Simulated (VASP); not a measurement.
Input:

```
CELL_PARAMETERS angstrom
      0.00000     2.31899     2.31899
      2.31899     0.00000     2.31899
      2.31899     2.31899     0.00000
ATOMIC_POSITIONS crystal
  Zr 0.00000 0.00000 0.00000
  N  0.50000 0.50000 0.50000
```

These are vdW-DF2, VASP's PBE PAW potentials (set 64) (plane waves; VASP) values and carry that method's errors. Run with 520 eV cut-off, 13×13×13 Γ-centred mesh, first-order Methfessel-Paxton smearing of 0.10 eV, potentials Zr_sv N.

### Question
What does the run give for the energy per atom (σ→0), pressure, band gap (on the k-mesh) with the smallest direct gap where there is one?

### Answer

band gap (on the k-mesh): none (metal, semimetal or under 0.01 eV)
energy per atom (σ→0): -7.637 eV/atom
pressure: 7.11 GPa

Only differences to runs with the same potentials and settings are physical.

The compound is ZrN in the rock salt structure. This cell is one point of a volume scan, at 0.97 of the reference volume. The electron count is odd and the run is not spin-polarised, which forces a metal.
